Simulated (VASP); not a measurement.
Input for VASP

**POSCAR**
```
MgI2
1.0
  2.0395012998  -3.5325194522   0.0000000000
  2.0395012998   3.5325194522   0.0000000000
  0.0000000000   0.0000000000   6.7216009858
Mg I
1 2
Direct
  1.0000000000   1.0000000000   0.0000000000
  0.3333330000   0.6666670000   0.2438227470
  0.6666670000   0.3333330000   0.7561772530
```

INCAR:
```
AGGAC=0.0
ALGO=Normal
EDIFF=1E-7
EDIFFG=-0.01
ENCUT=520
GGA=MK
IBRION=2
ISIF=4
ISMEAR=0
LASPH=T
LCHARG=F
LMAXMIX=4
LREAL=F
LUSE_VDW=T
LWAVE=F
NELM=100
NSW=30
PARAM1=0.1234568
PARAM2=0.7114
PREC=Accurate
SIGMA=0.05
SYSTEM=MgI2
ZAB_VDW=-1.8867
```

KPOINTS:
```
Automatic mesh
0
Gamma
6 6 4
0 0 0
```

POTCAR, in this order: Mg I (PBE.64 set). Program: vasp_std.

**Question.** Write an equivalent input for Quantum ESPRESSO's pw.x.

**Answer.** One equivalent input (not run):
```
&CONTROL
  calculation = 'vc-relax'
  pseudo_dir = './pseudo'
  outdir = './out'
  tprnfor = .true.
  tstress = .true.
  nstep = 30
  forc_conv_thr = 0.00039
/
&SYSTEM
  ibrav = 0
  nat = 3
  ntyp = 2
  ecutwfc = 84
  occupations = 'smearing'
  smearing = 'gaussian'
  degauss = 0.003675
  input_dft = 'vdw-df2-b86r'
/
&ELECTRONS
  conv_thr = 7.3e-09
  electron_maxstep = 100
/
&IONS
/
&CELL
  cell_dofree = 'shape'
/
ATOMIC_SPECIES
  Mg 24.305 Mg.upf
  I 126.904 I.upf
CELL_PARAMETERS angstrom
     2.0395013   -3.5325195    0.0000000
     2.0395013    3.5325195    0.0000000
     0.0000000    0.0000000    6.7216010
ATOMIC_POSITIONS crystal
  Mg   1.0000000  1.0000000  0.0000000
  I    0.3333330  0.6666670  0.2438227
  I    0.6666670  0.3333330  0.7561773
K_POINTS automatic
  6 6 4 0 0 0
```
Limits of the translation: the potentials are each code's own (VASP's PAW set, PseudoDojo norm-conserving files in pw.x), so ENCUT and ecutwfc are chosen apart and not converted; conv_thr bounds pw.x's estimated SCF error, while EDIFF bounds the energy change between steps; forc_conv_thr acts on force components and is met together with etot_conv_thr.

The compound is MgI2 in the 1T layered structure. This cell is one point of a volume scan, at 0.94 of the reference volume. Symmetry was kept, so distortions that lower it aren't found.
